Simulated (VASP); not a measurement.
Input for VASP

INCAR:
```
AGGAC=0.0
ALGO=Normal
EDIFF=1E-7
ENCUT=520
GGA=BO
ISIF=2
ISMEAR=-5
LASPH=.TRUE.
LCHARG=.TRUE.
LEFG=.TRUE.
LMAXMIX=4
LORBIT=11
LREAL=.FALSE.
LUSE_VDW=.TRUE.
LWAVE=.FALSE.
NEDOS=601
NELM=100
PARAM1=0.1833333333
PARAM2=0.22
PREC=Accurate
SYSTEM=MgTe
```

### POSCAR
```
MgTe
1
    2.2941737305    -3.9736258859     0.0000000000
    2.2941737305     3.9736258859     0.0000000000
    0.0000000000     0.0000000000     7.4667937830
Mg Te
2 2
Direct
  0.6666670000   0.3333330000   0.4997520667
  0.3333330000   0.6666670000   0.9997520667
  0.6666670000   0.3333330000   0.8762479333
  0.3333330000   0.6666670000   0.3762479333
```

### KPOINTS
```
K-points
0
Gamma
6 6 4
```

POTCAR, in this order: Mg Te (PBE.64 set). Program: vasp_std.

Write an equivalent input for Quantum ESPRESSO's pw.x.

One equivalent input (not run):
```
&CONTROL
  calculation = 'scf'
  pseudo_dir = './pseudo'
  outdir = './out'
  tprnfor = .true.
  tstress = .true.
/
&SYSTEM
  ibrav = 0
  nat = 4
  ntyp = 2
  ecutwfc = 84
  occupations = 'tetrahedra'
  input_dft = 'vdw-df-obk8'
/
&ELECTRONS
  conv_thr = 7.3e-09
  electron_maxstep = 100
/
ATOMIC_SPECIES
  Mg 24.305 Mg.upf
  Te 127.600 Te.upf
CELL_PARAMETERS angstrom
     2.2941737   -3.9736259    0.0000000
     2.2941737    3.9736259    0.0000000
     0.0000000    0.0000000    7.4667938
ATOMIC_POSITIONS crystal
  Mg   0.6666670  0.3333330  0.4997521
  Mg   0.3333330  0.6666670  0.9997521
  Te   0.6666670  0.3333330  0.8762479
  Te   0.3333330  0.6666670  0.3762479
K_POINTS automatic
  6 6 4 0 0 0
```
Limits of the translation: the potentials are each code's own (VASP's PAW set, PseudoDojo norm-conserving files in pw.x), so ENCUT and ecutwfc are chosen apart and not converted; conv_thr bounds pw.x's estimated SCF error, while EDIFF bounds the energy change between steps; the field gradients of LEFG aren't asked of the other code.

The compound is MgTe in the wurtzite structure. It was relaxed first.
